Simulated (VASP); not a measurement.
## NaAl3 under changes of volume

One of the cells (19.431 Å³/atom); the others are scaled copies at fixed shape and fractional positions:

```xyz
4
Lattice="-2.2022 2.2022 4.0066 2.2022 -2.2022 4.0066 2.2022 2.2022 -4.0066" Properties=species:S:1:pos:R:3 pbc="T T T"
Al    0.0000    0.0000    4.0066
Al    2.2022    0.0000    2.0033
Al    0.0000    2.2022    2.0033
Na    0.0000    0.0000    0.0000
```

The cell comes from a database or a generator and needn't be the stable form of this composition.

| Property | Result |
| --- | --- |
| Program | VASP 6.6.1 |
| Functional | PBE |
| Potentials or basis | VASP PAW PBE potentials, release 64 (Al, Na_pv) |
| Cutoff | 520 eV |
| k mesh | 9 × 9 × 9 |
| Occupations | fermi-dirac, width 0.05 eV |
| Spin | no spin polarisation |

```tsv
volume (Å³/atom)	energy over the lowest point (meV/atom)	pressure (GPa)
17.907	10.08	3.4
18.288	?	?
18.669	0.00	1.0
19.431	0.21	-1.0
19.812	3.47	-1.8
20.193	8.50	-2.5
```

Problem. What does the run at 18.288 Å³/atom give?

Solution. Energy over the lowest point 3.60 meV/atom; pressure 2.1 GPa.

Worked out: A Birch-Murnaghan fit of order 3 (a polynomial in V^(-2/3)) to the other rows has its minimum at 19.02 Å³/atom with B0 = V·E''(V) = 48 GPa and B' = 5.1 at fixed shape and positions, which overstates the stiffness. It gives 3.59 meV/atom at 18.288 Å³/atom, against the run's 3.60, and -dE/dV = 2.1 GPa, against 2.1.

Energies are extrapolated to zero smearing.
